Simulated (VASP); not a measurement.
Here is a VASP 6.6.1 calculation.

The input INCAR:

```
  PREC = Accurate
  ENCUT = 520
  EDIFF = 1E-7
  ISMEAR = 0
  SIGMA = 0.1
  LREAL = F
  LASPH = T
  NELM = 80
  ALGO = Normal
  ISIF = 3
  LWAVE = F
  LCHARG = F
  GGA = PS
  IBRION = 2
  NSW = 80
  EDIFFG = -0.002
  PSTRESS = 0.001
```

File KPOINTS:

```
regular mesh
0
Gamma
  21 21 12
```

POSCAR

```
Hf                                      
1.0
    3.1567037491     -0.0000000000      0.0000000000
   -1.5783518746      2.7337856464     -0.0000000000
    0.0000000000      0.0000000000      4.9899800072
  Hf            
     2
Direct
     0.3333333300000021    0.6666666699999979    0.2500000000000000
     0.6666666699999979    0.3333333300000021    0.7500000000000000
```

Potentials or basis: VASP PAW PBE potentials, release 64 (Hf_pv).

Run with:

```bash
$ cat potpaw_PBE.64/Hf_pv/POTCAR > POTCAR
$ mpirun -np 1 vasp_std > vasp.out
```

Question: Estimate the relaxed volume.

Answer: 21.53 Å³/atom.

Question: What does it give for the relaxed cell?

Answer: a = 3.157 Å, b = 3.157 Å, c = 4.990 Å, α = 90.00°, β = 90.00°, γ = 120.00°.

Question: Estimate the band gap on the k mesh.

Answer: None (metal or under the smearing width).

Question: Estimate the space group after relaxing (to 0.05 Å).

Answer: P6_3/mmc (No. 194).

Final structure:
```yaml
crystal:
  lattice:
    - [3.15689, 0.00000, 0.00000]
    - [-1.57845, 2.73395, 0.00000]
    - [0.00000, 0.00000, 4.99015]
  atoms:
    - { symbol: Hf, position: [0.33333, 0.66667, 0.25000] }
    - { symbol: Hf, position: [0.66667, 0.33333, 0.75000] }
```

Caveat: the cell is relaxed towards a set pressure, so the enthalpy falls and the energy may rise; the PAW data sets were made with another functional, which shifts forces and pressure a little. The run has no spin-orbit coupling, so splittings on Hf are missing.
